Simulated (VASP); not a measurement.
Level of theory: PBE GGA, VASP's PBE PAW potentials (set 64) (plane waves; VASP).

VASP input:

KPOINTS:
```
Automatic mesh
0
Gamma
10 10 5
0 0 0
```

**INCAR**
```
SYSTEM = C
PREC = Accurate
ENCUT = 620
EDIFF = 1E-6
NELM = 100
ALGO = Normal
LREAL = .FALSE.
LASPH = .TRUE.
ISMEAR = 0
SIGMA = 0.05
GGA = PE
LWAVE = .FALSE.
LCHARG = .FALSE.
IBRION = 2
ISIF = 3
NSW = 40
EDIFFG = -0.02
PSTRESS = 450
```

File POSCAR:
```
C
1.0
  1.2010216516  -2.0802285857   0.0000000000
  1.2010216516   2.0802285857   0.0000000000
  0.0000000000   0.0000000000   5.1483863607
C
4
Cart
  0.0000000000   0.0000000000   1.2870965902
  0.0000000000   0.0000000000   3.8612897705
  1.2010216516   0.6934109154   1.2870965902
  1.2010216516  -0.6934109154   3.8612897705
```

POTCAR, in this order: C (PBE.64 set). Program: vasp_std.

What VASP printed:

### OSZICAR
```
       N       E                     dE             d eps       ncg     rms          rms(c)
DAV:   1     0.483125617663E+02    0.48313E+02   -0.99202E+03  1008   0.149E+03
DAV:   2    -0.354402531995E+02   -0.83753E+02   -0.76497E+02  1408   0.247E+02
DAV:   3    -0.384220725693E+02   -0.29818E+01   -0.29638E+01  1308   0.467E+01
DAV:   4    -0.384466963760E+02   -0.24624E-01   -0.24602E-01  1240   0.495E+00
DAV:   5    -0.384470610718E+02   -0.36470E-03   -0.36467E-03  1240   0.583E-01    0.983E+00
DAV:   6    -0.364354766674E+02    0.20116E+01   -0.18724E+00  1116   0.103E+01    0.578E+00
DAV:   7    -0.358141315959E+02    0.62135E+00   -0.18785E+00  1180   0.104E+01    0.159E+00
DAV:   8    -0.358174325856E+02   -0.33010E-02   -0.31896E-02  1184   0.139E+00    0.103E-01
DAV:   9    -0.358175861946E+02   -0.15361E-03   -0.39676E-04  1252   0.198E-01    0.456E-02
DAV:  10    -0.358176401657E+02   -0.53971E-04   -0.44649E-05  1188   0.609E-02    0.128E-02
DAV:  11    -0.358176480365E+02   -0.78709E-05   -0.86657E-06  1236   0.314E-02    0.190E-03
DAV:  12    -0.358176480461E+02   -0.95679E-08   -0.12701E-07   784   0.380E-03
   1 F= -.28592197E+02 E0= -.28591807E+02  d E =-.285922E+02
```

**OUTCAR**
```
------------------------ aborting loop because EDIFF is reached ----------------------------------------
  FORCE on cell =-STRESS in cart. coord.  units (eV):
  Direction    XX          YY          ZZ          XY          YZ          ZX
  --------------------------------------------------------------------------------------
  Total        7.2175458      7.2175324      7.2102017      0.0000000      0.0000000      0.0000000
  in kB      449.5076724    449.5068358    449.0502810      0.0000000      0.0000000      0.0000000
  external PRESSURE =      -0.6450703 kB  Pullay stress =     450.0000000 kB
  volume of cell :       25.73
      direct lattice vectors                 reciprocal lattice vectors
     1.201021652 -2.080228586  0.000000000     0.416312228 -0.240358201  0.000000000
     1.201021652  2.080228586  0.000000000     0.416312228  0.240358201  0.000000000
     0.000000000  0.000000000  5.148386361     0.000000000  0.000000000  0.194235617
 POSITION                                       TOTAL-FORCE (eV/Angst)
 -----------------------------------------------------------------------------------
      0.00000      0.00000      1.28710        -0.000000     -0.000000     -0.000000
      0.00000      0.00000      3.86129        -0.000000     -0.000000     -0.000000
      1.20102      0.69341      1.28710         0.000000      0.000000      0.000000
      1.20102     -0.69341      3.86129         0.000000     -0.000000      0.000000
 -----------------------------------------------------------------------------------
    total drift:                                0.000000     -0.000000      0.000000
  FREE ENERGIE OF THE ION-ELECTRON SYSTEM (eV)
  ---------------------------------------------------
  free  energy   TOTEN  =       -35.8176480461 eV

  energy  without entropy=      -35.8168675221  energy(sigma->0) =      -35.81725778
  enthalpy is  TOTEN    =       -28.5921971338 eV   P V=        7.2254509123

 reached required accuracy - stopping structural energy minimisation
```
(Selected blocks of OUTCAR.)

Without a dispersion term in the relaxation, distances and binding between the weakly bound layers, chains or molecules are unreliable, and so is what depends on them.

The compound is C in the graphite structure. It was relaxed first under an external pressure of 45 GPa.
